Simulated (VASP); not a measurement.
Input:

```
CELL_PARAMETERS angstrom
      3.09414     0.00000     0.00000
      0.00000     3.09414     0.00000
      0.00000     0.00000     3.09414
ATOMIC_POSITIONS crystal
  Al 0.00000 0.00000 0.00000
  P  0.50000 0.50000 0.50000
```

Computed with PBEsol GGA, VASP's PBE PAW potentials (set 64) (plane waves; VASP). Run with 500 eV cut-off, 12×12×12 Γ-centred mesh, first-order Methfessel-Paxton smearing of 0.10 eV, potentials Al P.

### Question
Estimate the energy per atom (σ→0), band gap (on the k-mesh) with the smallest direct gap where there is one.

### Answer

```
Quantity                                                     Value
------------------------  ----------------------------------------
band gap (on the k-mesh)  none (metal, semimetal or under 0.01 eV)
energy per atom (σ→0)                               -4.869 eV/atom
```

The absolute energy has meaning only against runs of the same code, potentials and settings.

The structure was generated: AlP was put into the CsCl type type (Pm-3m), which need not be its known phase. It was relaxed first, which changed the volume by +14 %.
